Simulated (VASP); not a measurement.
Here is the system:

```
AgF
1.0
    3.75321     0.00000     0.00000
   -1.87661     3.25038     0.00000
    0.00000     0.00000     6.14329
Ag F
2 2
Direct
  0.33333   0.66667   0.00057
  0.66667   0.33333   0.50057
  0.33333   0.66667   0.37443
  0.66667   0.33333   0.87443
```

Computed with PBEsol GGA, VASP's PBE PAW potentials (set 64) (plane waves; VASP). Run with 520 eV cut-off, 11×11×6 Γ-centred mesh, tetrahedra with Blöchl corrections, potentials Ag F.

Q: What does the run give for the energy per atom (σ→0), band gap (on the k-mesh) with the smallest direct gap where there is one?

A: 
```yaml
band gap (on the k-mesh): none (metal, semimetal or under 0.01 eV)
energy per atom (σ→0): -3.363 eV/atom
```

Total energies compare only between runs with the same potentials, cut-off and functional.

The structure was generated: AgF was put into the wurtzite type (P6_3mc), which need not be its known phase. It was relaxed first, which changed the volume by +48 %.
